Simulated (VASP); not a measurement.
An input for Quantum ESPRESSO's pw.x (written as the equivalent of a VASP run, and not itself run):

```
&CONTROL
  calculation = 'scf'
  pseudo_dir = './pseudo'
  outdir = './out'
  tprnfor = .true.
  tstress = .true.
/
&SYSTEM
  ibrav = 0
  nat = 2
  ntyp = 1
  ecutwfc = 84
  occupations = 'smearing'
  smearing = 'methfessel-paxton'
  degauss = 0.00735
  input_dft = 'pbe'
/
&ELECTRONS
  conv_thr = 7.3e-08
  electron_maxstep = 100
/
ATOMIC_SPECIES
  As 74.922 As.upf
CELL_PARAMETERS angstrom
     3.6803640   -1.8800000    0.0000000
     3.6803640    1.8800000    0.0000000
     2.7200240    0.0000000    3.1114220
ATOMIC_POSITIONS crystal
  As   0.2270000  0.2270000  0.2270000
  As   0.7730000  0.7730000  0.7730000
K_POINTS automatic
  11 11 11 0 0 0
```

Question: Translate this input to VASP (INCAR, KPOINTS, POSCAR, choice of POTCAR).

Answer: This is not unique; one that fits is 
POSCAR:
```
As
1
    3.6803640000    -1.8800000000     0.0000000000
    3.6803640000     1.8800000000     0.0000000000
    2.7200240000     0.0000000000     3.1114220000
As
2
Direct
  0.2270000000   0.2270000000   0.2270000000
  0.7730000000   0.7730000000   0.7730000000
```

File KPOINTS:
```
Automatic
0
G
 11 11 11
0 0 0
```

INCAR:
```
# general
SYSTEM  = As
PREC    = Accurate
ENCUT   = 400
LREAL   = .FALSE.   # projection in real space or not
LASPH   = .TRUE.   # aspherical one-centre terms

# electronic loop
EDIFF   = 1E-6
NELM    = 100
ALGO    = Normal
LMAXMIX = 4

# smearing
ISMEAR  = 1
SIGMA   = 0.1   # width (eV)

# functional
GGA     = PE   # PBE

# ions
ISIF    = 2   # forces and stress, cell fixed

# output
LWAVE   = .FALSE.
LCHARG  = .FALSE.
```

POTCAR, in this order: As (PBE.64 set). Program: vasp_std.

The two are equivalent in intent, not identical: the potentials are each code's own (VASP's PAW set, PseudoDojo norm-conserving files in pw.x), so ENCUT and ecutwfc are chosen apart and not converted; conv_thr bounds pw.x's estimated SCF error, while EDIFF bounds the energy change between steps.

The compound is As in the a7 structure. The cell was not relaxed at this level.
